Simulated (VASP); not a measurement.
Wanted: the native input for a VASP 6.6.1 run.

```yaml
Task: relaxation of the atoms
Functional: PBE
Dispersion: D4
Potentials_or_basis: VASP PAW PBE potentials, release 64 (Cl, Si, H)
Cutoff: 520 eV
k_mesh: 1 × 1 × 1
Occupations: gaussian, width 0.01 eV
Spin: no spin polarisation
Further_INCAR_settings: ALGO = Normal; EDIFF = 1e-07; IBRION = 2; EDIFFG = -0.005; NSW = 60
```

The structure of Cl2SiH2 lies in POSCAR:

```
SiH2Cl2
1.0
   12.0000000000      0.0000000000      0.0000000000
    0.0000000000     12.0000000000      0.0000000000
    0.0000000000      0.0000000000     12.0000000000
Cl Si H
2 1 2
Direct
    0.3997250000      0.4758583300      0.6250541700
    0.4194666700      0.6083750000      0.3806125000
    0.4974666700      0.5026666700      0.4885375000
    0.5154000000      0.3951250000      0.4316791700
    0.6024416700      0.5550250000      0.5253958300
```

One way to write it, as run:

INCAR

```
PREC = Accurate
ENCUT = 520
EDIFF = 1E-7
ISMEAR = 0
SIGMA = 0.01
LREAL = F
LASPH = T
NELM = 60
ALGO = Normal
ISIF = 2
LWAVE = F
LCHARG = F
GGA = PE
IVDW = 13
IBRION = 2
NSW = 60
EDIFFG = -0.005
```

KPOINTS

```
Automatic mesh
0
Gamma
  1 1 1
```

Potentials or basis: VASP PAW PBE potentials, release 64 (Cl, Si, H).

Run with:

```bash
$ cat potpaw_PBE.64/Cl/POTCAR potpaw_PBE.64/Si/POTCAR potpaw_PBE.64/H/POTCAR > POTCAR
$ mpirun -np 1 vasp_gam > vasp.out
```

It gave:

The energy gained by relaxing is 0.7 meV/atom. The ionic steps are 5 and the gap between the frontier levels is 6.54 eV. The dispersion energy per atom is -0.025 eV.

Run time: 4 min on 1 thread of Intel(R) Xeon(R) 6975P-C (Granite Rapids) (shared host), peak memory 1.4 GiB.
